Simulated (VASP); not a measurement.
Here is the system:

```yaml
crystal:
  lattice:
    - [0.00000, 2.34121, 2.34121]
    - [2.34121, 0.00000, 2.34121]
    - [2.34121, 2.34121, 0.00000]
  atoms:
    - { symbol: B, position: [0.00000, 0.00000, 0.00000] }
    - { symbol: As, position: [0.25000, 0.25000, 0.25000] }
```

These are SCAN meta-GGA, VASP's PBE PAW potentials (set 64) (plane waves; VASP) values and carry that method's errors. Numerical set-up: 520 eV cut-off, 10×10×10 Γ-centred mesh, Gaussian smearing of 0.050 eV, potentials B As.

Question: The job: BAs (zinc blende), 2 atoms, SCAN, static run, 520 eV, 10×10×10 Γ-centred mesh. Roughly how much core time does it take on a busy server core?

Answer: About 40 core-seconds (one run on a shared machine, a rough figure). It had 47 irreducible k-points, 8 bands, up to 701 plane waves and 19 electronic steps.

The compound is BAs in the zinc blende structure. This cell is one point of a volume scan, at 0.94 of the reference volume.
